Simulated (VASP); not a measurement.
An input for Quantum ESPRESSO's pw.x (written as the equivalent of a VASP run, and not itself run):

```
&CONTROL
  calculation = 'scf'
  pseudo_dir = './pseudo'
  outdir = './out'
  tprnfor = .true.
  tstress = .true.
/
&SYSTEM
  ibrav = 0
  nat = 4
  ntyp = 2
  ecutwfc = 82
  occupations = 'smearing'
  smearing = 'gaussian'
  degauss = 0.009996
  input_dft = 'pbesol'
/
&ELECTRONS
  conv_thr = 7.3e-08
  electron_maxstep = 100
/
ATOMIC_SPECIES
  Si 28.085 Si.upf
  C 12.011 C.upf
CELL_PARAMETERS angstrom
     3.4360240    0.0000000    0.0000000
    -1.7180120    2.9756840    0.0000000
     0.0000000    0.0000000    4.7889760
ATOMIC_POSITIONS crystal
  Si   0.0085820  0.0049320 -0.0026250
  Si  -0.0030780  0.0429220  0.5156560
  C    0.3100040  0.6363630  0.2508770
  C    0.6844920  0.3157830  0.7360920
K_POINTS automatic
  6 6 4 0 0 0
```

Question: Write the VASP files for the same calculation (PBEsol).

Answer: This is not unique; one that fits is 
**INCAR**
```
ALGO = Normal
EDIFF = 1E-6
ENCUT = 400
GGA = PS
ISIF = 2
ISMEAR = 0
LASPH = .TRUE.
LCHARG = .FALSE.
LREAL = .FALSE.
LWAVE = .FALSE.
NELM = 100
PREC = Accurate
SIGMA = 0.136
SYSTEM = SiC
```

### POSCAR
```
SiC
1
    3.4360240000     0.0000000000     0.0000000000
   -1.7180120000     2.9756840000     0.0000000000
    0.0000000000     0.0000000000     4.7889760000
Si C
2 2
Direct
  0.0085820000   0.0049320000  -0.0026250000
 -0.0030780000   0.0429220000   0.5156560000
  0.3100040000   0.6363630000   0.2508770000
  0.6844920000   0.3157830000   0.7360920000
```

File KPOINTS:
```
Automatic mesh
0
Gamma
6 6 4
0 0 0
```

POTCAR, in this order: Si C (PBE.64 set). Program: vasp_std.

What does not carry over: the potentials are each code's own (VASP's PAW set, PseudoDojo norm-conserving files in pw.x), so ENCUT and ecutwfc are chosen apart and not converted; conv_thr bounds pw.x's estimated SCF error, while EDIFF bounds the energy change between steps.

The structure was generated: SiC was put into an ordered model structure, which need not be its known phase. The cell was not relaxed at this level, atoms are displaced from their ideal sites. The k-mesh is coarse (spacing up to 0.35 per Å, 2π included), so the numbers may not be converged in it. The run is one of a series of settings (GGA = PS against the base run), some of them coarse on purpose.
